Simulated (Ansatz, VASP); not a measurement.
**Two plane-wave programs on TlCdAs**

```
CELL_PARAMETERS angstrom
4.29535 0.00000 0.00000
0.00000 4.29535 0.00000
0.00000 0.00000 4.49106
ATOMIC_POSITIONS crystal
Tl 0.00000 0.00000 0.50000
Cd 0.50000 0.50000 0.00000
As 0.00000 0.00000 0.00000
```

Alike in both runs: task single point; functional PBE; k mesh 4 × 4 × 4; occupations gaussian, width 0.1 eV; no spin polarisation.

|  | VASP | Ansatz |
| --- | --- | --- |
| version | VASP 6.6.1 | Ansatz 0.2.0 |
| potentials or method | VASP PAW PBE potentials, release 64 (Tl_d, Cd, As) | scalar-relativistic, plane waves, PAW |
| plane-wave cutoff (eV) | 520 | 420 |
| valence electrons in the cell | 30 | 48 |

|  | VASP | Ansatz | Ansatz less VASP |
| --- | --- | --- | --- |
| gap on the k mesh at the Fermi level (eV) | none | none | - |
| pressure (GPa) | 15.0 | 15.0 | -0.03 |
| largest component of the traceless stress (GPa) | 30.70 | 30.83 | +0.122 |

A gap of «none» marks a metal or a gap that the smearing closes. The functional is the same, so the differences come from potentials, cutoffs and numerics. The two sets of potentials don't hold the same shells in valence.

Caveats: the k mesh is coarse (spacing up to 0.37 Å⁻¹), so the values aren't converged. The runs have no spin-orbit coupling, so splittings on Tl are missing.
